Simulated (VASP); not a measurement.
Energy against volume of ZrC (rock salt). Computed with rev-vdW-DF2, VASP's PBE PAW potentials (set 64) (plane waves; VASP 6.6.1). Settings: 520 eV cut-off, 13×13×13 Γ-centred mesh, first-order Methfessel-Paxton smearing of 0.10 eV, potentials Zr_sv C.

| V (Å³/atom) | E (eV/atom) |
|---|---|
| 12.173 | -8.19254 |
| 12.561 | -8.22074 |
| 12.950 | -8.22956 |
| 13.338 | -8.22176 |

### Question
Fit these four points and predict the energy of the run at 13.727 Å³/atom.

### Answer
A cubic in V^(−2/3), the third-order Birch-Murnaghan form, passes through the four points with V0 = 12.95 Å³/atom and B0 = 228 GPa, and gives -8.1997 eV/atom there. The run gave -8.1996 eV/atom, +0.1 meV/atom from the fit; all five points give B0 = 228 GPa.

The compound is ZrC in the rock salt structure. It was relaxed first.
